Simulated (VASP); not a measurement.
All values below come from LDA (Ceperley-Alder, Perdew-Zunger), VASP's LDA PAW potentials (set 64) (plane waves; VASP 6.6.1).

A VASP calculation is set up with these files.

File KPOINTS:
```
Automatic mesh
0
Gamma
11 11 11
0 0 0
```

**INCAR**
```
# general
SYSTEM  = AlRu
PREC    = Accurate
ENCUT   = 400   # plane-wave cut-off (eV)
LREAL   = .False.
LASPH   = .True.   # aspherical one-centre terms

# electronic loop
EDIFF   = 1E-6   # SCF stop (eV)
NELM    = 100
ALGO    = Normal   # blocked Davidson
LMAXMIX = 4   # l cut-off of mixed one-centre charges

# smearing
ISMEAR  = 1
SIGMA   = 0.1

# ions
IBRION  = 2   # conjugate gradients
NSW     = 60   # most ionic steps
ISIF    = 3   # ions, shape and volume
EDIFFG  = -0.01   # ionic stop

# output
LWAVE   = .False.
LCHARG  = .False.
```

### POSCAR
```
AlRu
1.0
  2.9825000000   0.0000000000   0.0000000000
  0.0000000000   2.9825000000   0.0000000000
  0.0000000000   0.0000000000   2.9825000000
Al Ru
1 1
Cart
  0.0000000000   0.0000000000   0.0000000000
  1.4912500000   1.4912500000   1.4912500000
```

POTCAR, in this order: Al Ru_pv (LDA.64 set). Program: vasp_std.

### Question
What will the output report for the number of irreducible k-points (NKPTS), largest plane-wave count, number of space-group operations, FFT grid (NGX, NGY, NGZ)?

### Answer

```yaml
number of irreducible k-points (NKPTS): 56
largest_plane_wave_count: 493
number_of_space_group_operations: 48
FFT grid (NGX, NGY, NGZ): 20 × 20 × 20
```

The structure comes from a computed database's AlRu entry (Pm-3m); how it stands against other phases isn't given here. This run relaxes it. Symmetry was kept, so distortions that lower it aren't found. The electron count is odd and the run is not spin-polarised, which forces a metal.
